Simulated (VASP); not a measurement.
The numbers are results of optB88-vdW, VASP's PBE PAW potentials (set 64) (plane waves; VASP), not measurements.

Input for VASP

INCAR:
```
SYSTEM = TiAl
PREC = Accurate
ENCUT = 520
EDIFF = 1E-6
NELM = 100
ALGO = Normal
LREAL = .FALSE.
LASPH = .TRUE.
ISMEAR = 1
SIGMA = 0.1
GGA = BO
PARAM1 = 0.1833333333
PARAM2 = 0.22
LUSE_VDW = .TRUE.
AGGAC = 0.0
LMAXMIX = 4
LWAVE = .FALSE.
LCHARG = .FALSE.
IBRION = 2
ISIF = 3
NSW = 60
EDIFFG = -0.01
```

### KPOINTS
```
Automatic
0
Gamma
 12 12 8
```

**POSCAR**
```
TiAl
1
    2.8300000000     0.0000000000     0.0000000000
    0.0000000000     2.8300000000     0.0000000000
    0.0000000000     0.0000000000     4.0700000000
Ti Al
1 1
Direct
  0.0000000000   0.0000000000   0.0000000000
  0.5000000000   0.5000000000   0.5000000000
```

POTCAR, in this order: Ti_sv Al (PBE.64 set). Program: vasp_std.

Output of the run:

**OSZICAR**
```
       N       E                     dE             d eps       ncg     rms          rms(c)
DAV:   1     0.946274650243E+02    0.94627E+02   -0.74607E+03  3080   0.138E+03
DAV:   2    -0.355691585163E+01   -0.98184E+02   -0.95654E+02  3122   0.335E+02
DAV:   3    -0.908954058314E+01   -0.55326E+01   -0.53170E+01  4917   0.781E+01
DAV:   4    -0.927265525001E+01   -0.18311E+00   -0.18152E+00  3898   0.120E+01
DAV:   5    -0.928059336532E+01   -0.79381E-02   -0.79303E-02  4415   0.228E+00    0.926E+00
DAV:   6    -0.802885997336E+01    0.12517E+01   -0.11666E+01  3908   0.365E+01    0.330E+00
DAV:   7    -0.788898488790E+01    0.13988E+00   -0.12126E+00  3624   0.119E+01    0.185E+00
DAV:   8    -0.788505477201E+01    0.39301E-02   -0.14414E-01  3540   0.426E+00    0.488E-01
DAV:   9    -0.788319769432E+01    0.18571E-02   -0.26912E-02  3698   0.217E+00    0.200E-01
DAV:  10    -0.788341413837E+01   -0.21644E-03   -0.15650E-03  3753   0.454E-01    0.392E-02
DAV:  11    -0.788340332302E+01    0.10815E-04   -0.36889E-04  4395   0.200E-01    0.379E-02
DAV:  12    -0.788340235264E+01    0.97037E-06   -0.17474E-05  3532   0.471E-02    0.115E-02
DAV:  13    -0.788340149446E+01    0.85818E-06   -0.18764E-06  3039   0.124E-02
   1 F= -.78834015E+01 E0= -.78836545E+01  d E =-.788340E+01
       N       E                     dE             d eps       ncg     rms          rms(c)
DAV:   1    -0.795329981680E+01   -0.69897E-01   -0.13912E+00  3520   0.181E+01    0.229E+00
DAV:   2    -0.789140415317E+01    0.61896E-01   -0.52762E-01  3741   0.905E+00    0.566E-01
DAV:   3    -0.788248091905E+01    0.89232E-02   -0.55743E-02  3610   0.235E+00    0.196E-01
DAV:   4    -0.788289386362E+01   -0.41294E-03   -0.92023E-03  3625   0.796E-01    0.126E-01
DAV:   5    -0.788371707664E+01   -0.82321E-03   -0.11073E-03  4310   0.247E-01    0.663E-02
DAV:   6    -0.788415651083E+01   -0.43943E-03   -0.11928E-03  4759   0.175E-01    0.361E-02
DAV:   7    -0.788417796788E+01   -0.21457E-04   -0.55062E-05  3584   0.723E-02    0.263E-03
DAV:   8    -0.788417784985E+01    0.11804E-06   -0.35038E-06  3593   0.187E-02
   2 F= -.78841778E+01 E0= -.78844277E+01  d E =-.776355E-03
       N       E                     dE             d eps       ncg     rms          rms(c)
DAV:   1    -0.789568346302E+01   -0.11505E-01   -0.21652E-01  3550   0.720E+00    0.930E-01
DAV:   2    -0.788621277523E+01    0.94707E-02   -0.93126E-02  3768   0.373E+00    0.240E-01
DAV:   3    -0.788442511675E+01    0.17877E-02   -0.10452E-02  3651   0.103E+00    0.696E-02
DAV:   4    -0.788451037804E+01   -0.85261E-04   -0.13335E-03  3649   0.281E-01    0.459E-02
DAV:   5    -0.788467111714E+01   -0.16074E-03   -0.26325E-04  4632   0.113E-01    0.298E-02
DAV:   6    -0.788471255160E+01   -0.41434E-04   -0.11880E-04  4546   0.725E-02    0.752E-03
DAV:   7    -0.788471537059E+01   -0.28190E-05   -0.76297E-06  3693   0.226E-02    0.236E-03
DAV:   8    -0.788471575333E+01   -0.38274E-06   -0.85274E-07  2078   0.811E-03
   3 F= -.78847158E+01 E0= -.78849678E+01  d E =-.131426E-02
       N       E                     dE             d eps       ncg     rms          rms(c)
DAV:   1    -0.788472656025E+01   -0.11190E-04   -0.21205E-04  3495   0.223E-01    0.293E-02
DAV:   2    -0.788471692902E+01    0.96312E-05   -0.86825E-05  3749   0.114E-01    0.740E-03
DAV:   3    -0.788471531788E+01    0.16111E-05   -0.96341E-06  3616   0.312E-02    0.257E-03
DAV:   4    -0.788471535993E+01   -0.42055E-07   -0.12329E-06  2230   0.931E-03
   4 F= -.78847154E+01 E0= -.78849673E+01  d E =-.131387E-02
       N       E                     dE             d eps       ncg     rms          rms(c)
DAV:   1    -0.788710110445E+01   -0.23858E-02   -0.50436E-02  3536   0.347E+00    0.442E-01
DAV:   2    -0.788486359461E+01    0.22375E-02   -0.20292E-02  3746   0.176E+00    0.111E-01
DAV:   3    -0.788450673388E+01    0.35686E-03   -0.21797E-03  3623   0.467E-01    0.348E-02
DAV:   4    -0.788452697900E+01   -0.20245E-04   -0.31963E-04  3639   0.142E-01    0.234E-02
DAV:   5    -0.788456180212E+01   -0.34823E-04   -0.48577E-05  4612   0.472E-02    0.135E-02
DAV:   6    -0.788457565666E+01   -0.13855E-04   -0.34365E-05  4608   0.321E-02    0.475E-03
DAV:   7    -0.788457631896E+01   -0.66231E-06   -0.18745E-06  2406   0.104E-02
   5 F= -.78845763E+01 E0= -.78848274E+01  d E =-.117482E-02
       N       E                     dE             d eps       ncg     rms          rms(c)
DAV:   1    -0.788695531129E+01   -0.23797E-02   -0.44347E-02  3550   0.326E+00    0.419E-01
DAV:   2    -0.788500276386E+01    0.19525E-02   -0.18548E-02  3768   0.167E+00    0.107E-01
DAV:   3    -0.788465782505E+01    0.34494E-03   -0.20451E-03  3648   0.453E-01    0.323E-02
DAV:   4    -0.788467346336E+01   -0.15638E-04   -0.27429E-04  3610   0.129E-01    0.210E-02
DAV:   5    -0.788470436065E+01   -0.30897E-04   -0.49313E-05  4620   0.478E-02    0.128E-02
DAV:   6    -0.788471362799E+01   -0.92673E-05   -0.24740E-05  4548   0.299E-02    0.383E-03
DAV:   7    -0.788471426249E+01   -0.63449E-06   -0.16234E-06  2392   0.990E-03
   6 F= -.78847143E+01 E0= -.78849662E+01  d E =-.131277E-02
       N       E                     dE             d eps       ncg     rms          rms(c)
DAV:   1    -0.788502697907E+01   -0.31335E-03   -0.67092E-03  3271   0.137E+00    0.144E-01
DAV:   2    -0.788476947234E+01    0.25751E-03   -0.23109E-03  3680   0.609E-01    0.445E-02
DAV:   3    -0.788472488681E+01    0.44586E-04   -0.26986E-04  3783   0.158E-01    0.173E-02
DAV:   4    -0.788472391033E+01    0.97648E-06   -0.38555E-05  4471   0.507E-02    0.912E-03
DAV:   5    -0.788472741974E+01   -0.35094E-05   -0.80518E-06  3714   0.228E-02    0.196E-03
DAV:   6    -0.788472755559E+01   -0.13584E-06   -0.15496E-06  2717   0.811E-03
   7 F= -.78847276E+01 E0= -.78849748E+01  d E =-.132931E-04
```

OUTCAR:
```
------------------------ aborting loop because EDIFF is reached ----------------------------------------
  FORCE on cell =-STRESS in cart. coord.  units (eV):
  Direction    XX          YY          ZZ          XY          YZ          ZX
  --------------------------------------------------------------------------------------
  Total       -0.0172097     -0.0172097      0.0034057      0.0000000      0.0000000      0.0000000
  in kB       -0.8544204     -0.8544204      0.1690854      0.0000000      0.0000000      0.0000000
  external PRESSURE =      -0.5132518 kB  Pullay stress =       0.0000000 kB
  volume of cell :       32.27
      direct lattice vectors                 reciprocal lattice vectors
     2.818998937  0.000000000  0.000000000     0.354735856  0.000000000  0.000000000
     0.000000000  2.818998937  0.000000000     0.000000000  0.354735856  0.000000000
     0.000000000  0.000000000  4.060906980     0.000000000 -0.000000000  0.246250408
 POSITION                                       TOTAL-FORCE (eV/Angst)
 -----------------------------------------------------------------------------------
      0.00000      0.00000      0.00000         0.000000      0.000000      0.000000
      1.40950      1.40950      2.03045         0.000000      0.000000      0.000000
 -----------------------------------------------------------------------------------
    total drift:                                0.000000      0.000000      0.000000
  FREE ENERGIE OF THE ION-ELECTRON SYSTEM (eV)
  ---------------------------------------------------
  free  energy   TOTEN  =        -7.8847275556 eV

  energy  without entropy=       -7.8854692559  energy(sigma->0) =       -7.88497479

 reached required accuracy - stopping structural energy minimisation
```
(Selected blocks of OUTCAR.)

**CONTCAR**
```
TiAl
   1.00000000000000
     2.8189989372294737    0.0000000000000000    0.0000000000000000
     0.0000000000000000    2.8189989372294737    0.0000000000000000
     0.0000000000000000    0.0000000000000000    4.0609069796662647
  Ti              Al
     1     1
Direct
     0.0000000000000000    0.0000000000000000    0.0000000000000000
     0.5000000000000000    0.5000000000000000    0.5000000000000000
```

The compound is TiAl in the L1_0 structure. This run relaxes it. Symmetry was kept, so distortions that lower it aren't found. The electron count is odd and the run is not spin-polarised, which forces a metal.
